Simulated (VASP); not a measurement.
Calculation: PBE GGA with D4 dispersion, VASP's PBE PAW potentials (set 64) (plane waves; VASP).

A VASP calculation is set up with these files.

File POSCAR:
```
Ba
5.059060
 -0.4999999645   0.4999999645   0.4999999645
  0.4999999645  -0.4999999645   0.4999999645
  0.4999999645   0.4999999645  -0.4999999645
Ba
1
direct
  0.0000000000   0.0000000000   0.0000000000
```

**KPOINTS**
```
Automatic mesh
0
gamma
 10 10 10
0 0 0
```

**INCAR**
```
ALGO=Normal
EDIFF=1E-7
ENCUT=520
GGA=PE
ISIF=2
ISMEAR=1
IVDW=13
LASPH=T
LCHARG=F
LMAXMIX=4
LREAL=F
LWAVE=F
NELM=100
PREC=Accurate
SIGMA=0.1
SYSTEM=Ba
```

POTCAR, in this order: Ba_sv (PBE.64 set). Program: vasp_std.

Output

### OSZICAR
```
       N       E                     dE             d eps       ncg     rms          rms(c)
DAV:   1     0.587828243492E+02    0.58783E+02   -0.41709E+03   846   0.891E+02
DAV:   2     0.639249472176E+00   -0.58144E+02   -0.56996E+02   998   0.150E+02
DAV:   3    -0.184189426050E+01   -0.24811E+01   -0.24666E+01  1056   0.367E+01
DAV:   4    -0.190406893622E+01   -0.62175E-01   -0.62129E-01  1359   0.532E+00
DAV:   5    -0.190528061598E+01   -0.12117E-02   -0.12108E-02  1182   0.410E-01    0.157E+00
DAV:   6    -0.190522453622E+01    0.56080E-04   -0.26303E-03  1242   0.620E-01    0.941E-01
DAV:   7    -0.190586815809E+01   -0.64362E-03   -0.64687E-03   939   0.105E+00    0.434E-02
DAV:   8    -0.190604087862E+01   -0.17272E-03   -0.32293E-04  1387   0.126E-01    0.271E-02
DAV:   9    -0.190604928716E+01   -0.84085E-05   -0.79507E-06  1252   0.305E-02    0.800E-03
DAV:  10    -0.190605153011E+01   -0.22429E-05   -0.54352E-06  1113   0.189E-02    0.178E-03
DAV:  11    -0.190605152488E+01    0.52287E-08   -0.53642E-07  1238   0.750E-03
   1 F= -.20607914E+01 E0= -.20607173E+01  d E =-.222183E-03
```

### OUTCAR
```
------------------------ aborting loop because EDIFF is reached ----------------------------------------
  Edisp (eV):   -0.15474
  FORCE on cell =-STRESS in cart. coord.  units (eV):
  Direction    XX          YY          ZZ          XY          YZ          ZX
  --------------------------------------------------------------------------------------
  Total      -0.20140    -0.20140    -0.20140    -0.00000     0.00000    -0.00000
  in kB      -4.98414    -4.98414    -4.98414    -0.00000     0.00000    -0.00000
  external pressure =       -4.98 kB  Pullay stress =        0.00 kB
  volume of cell :       64.74
      direct lattice vectors                 reciprocal lattice vectors
    -2.529529821  2.529529821  2.529529821     0.000000000  0.197665193  0.197665193
     2.529529821 -2.529529821  2.529529821     0.197665193  0.000000000  0.197665193
     2.529529821  2.529529821 -2.529529821     0.197665193  0.197665193  0.000000000
 POSITION                                       TOTAL-FORCE (eV/Angst)
 -----------------------------------------------------------------------------------
      0.00000      0.00000      0.00000         0.000000     -0.000000      0.000000
 -----------------------------------------------------------------------------------
    total drift:                               -0.000000      0.000000      0.000000
  FREE ENERGIE OF THE ION-ELECTRON SYSTEM (eV)
  ---------------------------------------------------
  free  energy   TOTEN  =        -2.0607913977 eV

  energy  without entropy=       -2.0605692144  energy(sigma->0) =       -2.06071734
```
(Selected blocks of OUTCAR.)

OUTCAR:
```
 val. band max:        1.5291309037   @ k =   0.3000   0.3000   0.0000

 cond. band min:       1.5517915048   @ k =  -0.4000   0.4000   0.3000


 Fermi energy:         1.5347443727

 k-point     1 :       0.0000    0.0000    0.0000
  band No.  band energies     occupation
      1     -27.3741      2.00000
      2     -12.3380      2.00000
      3     -12.3380      2.00000
      4     -12.3380      2.00000
      5      -1.1793      2.00000
      6       3.3561     -0.00000
      7       3.3561     -0.00000
      8       3.3561     -0.00000
      9       4.7230      0.00000

 k-point     2 :       0.1000    0.0000    0.0000
  band No.  band energies     occupation
      1     -27.3705      2.00000
      2     -12.3809      2.00000
      3     -12.3513      2.00000
      4     -12.3382      2.00000
      5      -0.9990      2.00000
      6       3.2108     -0.00000
      7       3.2702     -0.00000
      8       3.5404      0.00000
      9       4.5088      0.00000

 k-point     3 :       0.2000    0.0000    0.0000
  band No.  band energies     occupation
      1     -27.3609      2.00000
      2     -12.4903      2.00000
      3     -12.3858      2.00000
      4     -12.3389      2.00000
      5      -0.5081      2.00000
      6       2.8859     -0.00000
      7       2.9134     -0.00000
      8       4.0798      0.00000
      9       4.4098      0.00000

 k-point     4 :       0.3000    0.0000    0.0000
  band No.  band energies     occupation
      1     -27.3490      2.00000
      2     -12.6200      2.00000
      3     -12.4278      2.00000
      4     -12.3396      2.00000
      5       0.1226      2.00000
      6       2.5415     -0.00000
      7       2.5575     -0.00000
      8       4.5890      0.00000
      9       4.9135      0.00000

 k-point     5 :       0.4000    0.0000    0.0000
  band No.  band energies     occupation
      1     -27.3394      2.00000
      2     -12.7210      2.00000
      3     -12.4613      2.00000
...
```

Unless said otherwise, spin-orbit coupling is left out, though it shifts the bands of the heavy elements here.

The compound is Ba in the bcc structure. This cell is one point of a volume scan, at 1.06 of the reference volume.
